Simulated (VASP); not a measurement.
Given:

```
CELL_PARAMETERS angstrom
      3.99662     0.00000     0.00000
      0.00000     3.99662     0.00000
      0.00000     0.00000     5.41938
ATOMIC_POSITIONS crystal
  Pb 0.50000 0.00000 0.77373
  Pb 0.00000 0.50000 0.22627
  O  0.50000 0.50000 0.00000
  O  0.00000 0.00000 0.00000
```

Level of theory: r2SCAN meta-GGA, VASP's PBE PAW potentials (set 64) (plane waves; VASP). Numerical set-up: 600 eV cut-off, 6×6×4 Γ-centred mesh, Gaussian smearing of 0.050 eV, potentials Pb_d O.

### Question
The ions are relaxed. Give the cell that the relaxation ends in.

### Answer

```
CELL_PARAMETERS angstrom
      3.99662     0.00000     0.00000
      0.00000     3.99662     0.00000
      0.00000     0.00000     5.41938
ATOMIC_POSITIONS crystal
  Pb 0.50000 0.00000 0.78000
  Pb 0.00000 0.50000 0.22000
  O  0.50000 0.50000 0.00000
  O  0.00000 0.00000 0.00000
```
Space group P4/nmm (129), at a tolerance of 0.03 Å.

### Question
How much energy does the relaxation gain?

### Answer
The energy (σ→0) changes by -4.9 meV/atom, in 3 ionic steps.

```json
[
 {"step": "1", "E(σ→0) (eV)": "-129.5092", "max force (eV/Å)": "0.571", "pressure (GPa)": "-2.06", "volume (Å³)": "86.56"},
 {"step": "2", "E(σ→0) (eV)": "-129.5280", "max force (eV/Å)": "0.110", "pressure (GPa)": "-0.65", "volume (Å³)": "86.56"},
 {"step": "3", "E(σ→0) (eV)": "-129.5287", "max force (eV/Å)": "0.001", "pressure (GPa)": "-0.31", "volume (Å³)": "86.56"}
]
```

The compound is PbO in the litharge structure. This cell was strained or had an atom moved on purpose. Symmetry was kept, so distortions that lower it aren't found.
